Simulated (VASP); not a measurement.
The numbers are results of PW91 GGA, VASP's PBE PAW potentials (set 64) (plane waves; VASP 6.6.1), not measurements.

The input files of a VASP run:

**KPOINTS**
```
Regular mesh
0
Gamma
9 9 3
0 0 0
```

### POSCAR
```
C
1
    1.2327412542    -2.1351699888     0.0000000000
    1.2327412542     2.1351699888     0.0000000000
   -0.0000000000     0.0000000000     7.9307389073
C
4
Direct
  0.0000000000   0.0000000000   0.2500000000
  0.0000000000   0.0000000000   0.7500000000
  0.3333330000   0.6666670000   0.2500000000
  0.6666670000   0.3333330000   0.7500000000
```

INCAR:
```
SYSTEM = C
PREC = Accurate
ENCUT = 520
EDIFF = 1E-6
NELM = 100
ALGO = Normal
LREAL = .FALSE.
LASPH = .TRUE.
ISMEAR = 0
SIGMA = 0.05
GGA = 91
LWAVE = .FALSE.
LCHARG = .FALSE.
IBRION = 2
ISIF = 3
NSW = 60
EDIFFG = -0.02
```

POTCAR, in this order: C (PBE.64 set). Program: vasp_std.

The run wrote:

### OSZICAR
```
       N       E                     dE             d eps       ncg     rms          rms(c)
DAV:   1     0.557163777239E+02    0.55716E+02   -0.80225E+03   576   0.120E+03
DAV:   2    -0.345456749020E+02   -0.90262E+02   -0.81834E+02   752   0.235E+02
DAV:   3    -0.393505571328E+02   -0.48049E+01   -0.47596E+01   704   0.564E+01
DAV:   4    -0.394281115173E+02   -0.77554E-01   -0.77427E-01   748   0.807E+00
DAV:   5    -0.394298709014E+02   -0.17594E-02   -0.17580E-02   716   0.122E+00    0.892E+00
DAV:   6    -0.375432711821E+02    0.18866E+01   -0.18460E+00   692   0.934E+00    0.518E+00
DAV:   7    -0.369140720117E+02    0.62920E+00   -0.22155E+00   664   0.103E+01    0.140E+00
DAV:   8    -0.369278212579E+02   -0.13749E-01   -0.75881E-02   640   0.190E+00    0.161E-01
DAV:   9    -0.369275397732E+02    0.28148E-03   -0.17933E-03   716   0.341E-01    0.840E-02
DAV:  10    -0.369280409871E+02   -0.50121E-03   -0.78734E-04   668   0.210E-01    0.413E-02
DAV:  11    -0.369280447742E+02   -0.37871E-05   -0.96085E-06   784   0.265E-02    0.530E-03
DAV:  12    -0.369280472338E+02   -0.24597E-05   -0.26419E-06   676   0.137E-02    0.301E-03
DAV:  13    -0.369280471654E+02    0.68459E-07   -0.22108E-07   508   0.420E-03
   1 F= -.36928047E+02 E0= -.36927348E+02  d E =-.369280E+02
       N       E                     dE             d eps       ncg     rms          rms(c)
DAV:   1    -0.369278058815E+02    0.24135E-03   -0.12714E-02   632   0.120E+00    0.907E-02
DAV:   2    -0.369277346081E+02    0.71273E-04   -0.13467E-04   728   0.106E-01    0.563E-02
DAV:   3    -0.369276872283E+02    0.47380E-04   -0.50726E-05   664   0.578E-02    0.992E-03
DAV:   4    -0.369276872419E+02   -0.13660E-07   -0.78489E-07   488   0.797E-03
   2 F= -.36927687E+02 E0= -.36926988E+02  d E =0.359923E-03
       N       E                     dE             d eps       ncg     rms          rms(c)
DAV:   1    -0.369281904706E+02   -0.50324E-03   -0.59074E-03   632   0.821E-01    0.620E-02
DAV:   2    -0.369281585492E+02    0.31921E-04   -0.65387E-05   720   0.726E-02    0.385E-02
DAV:   3    -0.369281440787E+02    0.14470E-04   -0.23571E-05   660   0.394E-02    0.683E-03
DAV:   4    -0.369281436735E+02    0.40522E-06   -0.36679E-07   468   0.545E-03
   3 F= -.36928144E+02 E0= -.36927445E+02  d E =-.965081E-04
```

File OUTCAR:
```
------------------------ aborting loop because EDIFF is reached ----------------------------------------
  FORCE on cell =-STRESS in cart. coord.  units (eV):
  Direction    XX          YY          ZZ          XY          YZ          ZX
  --------------------------------------------------------------------------------------
  Total       -0.0058044     -0.0058044      0.0540281      0.0000000     -0.0000000      0.0000000
  in kB       -0.2224454     -0.2224453      2.0705465      0.0000000     -0.0000000      0.0000000
  external PRESSURE =       0.5418853 kB  Pullay stress =       0.0000000 kB
  volume of cell :       41.81
      direct lattice vectors                 reciprocal lattice vectors
     1.233483598 -2.136455766  0.000000000     0.405356018 -0.234032461  0.000000000
     1.233483598  2.136455766  0.000000000     0.405356018  0.234032461  0.000000000
     0.000000000  0.000000000  7.932090417    -0.000000000  0.000000000  0.126070172
 POSITION                                       TOTAL-FORCE (eV/Angst)
 -----------------------------------------------------------------------------------
      0.00000      0.00000      1.98302         0.000000      0.000000     -0.000000
      0.00000     -0.00000      5.94907         0.000000      0.000000     -0.000000
      1.23348      0.71215      1.98302        -0.000000     -0.000000      0.000000
      1.23348     -0.71215      5.94907         0.000000      0.000000     -0.000000
 -----------------------------------------------------------------------------------
    total drift:                                0.000000     -0.000000      0.000000
  FREE ENERGIE OF THE ION-ELECTRON SYSTEM (eV)
  ---------------------------------------------------
  free  energy   TOTEN  =       -36.9281436735 eV

  energy  without entropy=      -36.9267460105  energy(sigma->0) =      -36.92744484

 reached required accuracy - stopping structural energy minimisation
```
(Selected blocks of OUTCAR.)

CONTCAR:
```
C
   1.00000000000000
     1.2334835983492785   -2.1364557656870842    0.0000000000000000
     1.2334835983492785    2.1364557656870842    0.0000000000000000
     0.0000000000000000    0.0000000000000000    7.9320904172990145
  C
     4
Direct
     0.0000000000000000    0.0000000000000000    0.2500000000000000
     0.0000000000000000    0.0000000000000000    0.7500000000000000
     0.3333330000000032    0.6666669999999968    0.2500000000000000
     0.6666669999999968    0.3333330000000032    0.7500000000000000
```

Without a dispersion term in the relaxation, distances and binding between the weakly bound layers, chains or molecules are unreliable, and so is what depends on them.

The compound is C in the graphite structure. This run relaxes it. Symmetry was kept, so distortions that lower it aren't found. The k-mesh is coarse (spacing up to 0.33 per Å, 2π included), so the numbers may not be converged in it. The start is the result of an earlier pass.
